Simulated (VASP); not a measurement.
ZrB2:

```
CELL_PARAMETERS angstrom
3.17117 0.00000 0.00000
-1.58558 2.74631 0.00000
0.00000 0.00000 3.54230
ATOMIC_POSITIONS crystal
Zr 0.00000 0.00000 0.00000
B 0.33333 0.66667 0.50000
B 0.66667 0.33333 0.50000
```

```yaml
Program: VASP 6.6.1
Task: relaxation of cell and atoms
Functional: LDA
Potentials_or_basis: VASP PAW LDA potentials, release 64 (Zr_sv, B)
Cutoff: 600 eV
k_mesh: 15 × 15 × 12
Occupations: gaussian, width 0.1 eV
Spin: no spin polarisation
```

At the start: pressure -9.1 GPa; volume 10.28 Å³/atom.

How do energy, volume and symmetry change on relaxing?

Over 10 steps the energy falls by 11.1 meV/atom and the volume is 9.90 Å³/atom (-3.7 %); space group P6/mmm (No. 191, to 0.05 Å).

Step by step:
| step | energy change (eV) | largest force (eV/Å) | pressure (GPa) | volume (Å³) |
| --- | --- | --- | --- | --- |
| 1 | 0.0000 | 0.0000 | -9.10 | 30.85 |
| 2 | 0.0247 | 0.0000 | 13.83 | 28.32 |
| 3 | -0.0332 | 0.0000 | -0.12 | 29.73 |
| 4 | -0.0333 | 0.0000 | 0.08 | 29.70 |
| 5 | -0.0334 | 0.0000 | 0.09 | 29.70 |
| 6 | -0.0334 | 0.0000 | 0.09 | 29.70 |
| 7 | -0.0334 | 0.0000 | 0.09 | 29.70 |
| 8 | -0.0334 | 0.0000 | 0.09 | 29.70 |
| 9 | -0.0334 | 0.0000 | -0.10 | 29.72 |
| 10 | -0.0334 | 0.0000 | -0.05 | 29.71 |

Final structure:
```yaml
crystal:
  lattice:
    - [3.13439, 0.00000, 0.00000]
    - [-1.56720, 2.71446, 0.00000]
    - [0.00000, 0.00000, 3.49204]
  atoms:
    - { symbol: Zr, position: [0.00000, 0.00000, 0.00000] }
    - { symbol: B, position: [0.33333, 0.66667, 0.50000] }
    - { symbol: B, position: [0.66667, 0.33333, 0.50000] }
```
